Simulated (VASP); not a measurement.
Given:

```
TiB2
1.0
    1.48393    -2.57025     0.00000
    1.48393     2.57025     0.00000
    0.00000     0.00000     3.13739
Ti B
1 2
Direct
  0.00000   0.00000   0.00000
  0.33333   0.66667   0.50000
  0.66667   0.33333   0.50000
```

Computed with r2SCAN meta-GGA, VASP's PBE PAW potentials (set 64) (plane waves; VASP 6.6.1). Settings: 600 eV cut-off, 10×10×10 Γ-centred mesh, first-order Methfessel-Paxton smearing of 0.10 eV, potentials Ti_sv B.

Question: What does the run give for the energy per atom (σ→0), pressure, band gap (on the k-mesh) with the smallest direct gap where there is one?

Answer: 
* **band gap (on the k-mesh)**: none (metal, semimetal or under 0.01 eV)
* **energy per atom (σ→0)**: -10.290 eV/atom
* **pressure**: 200.1 kbar

The absolute energy has meaning only against runs of the same code, potentials and settings.

The compound is TiB2 in the AlB2 type structure. It was relaxed first under an external pressure of 20 GPa.
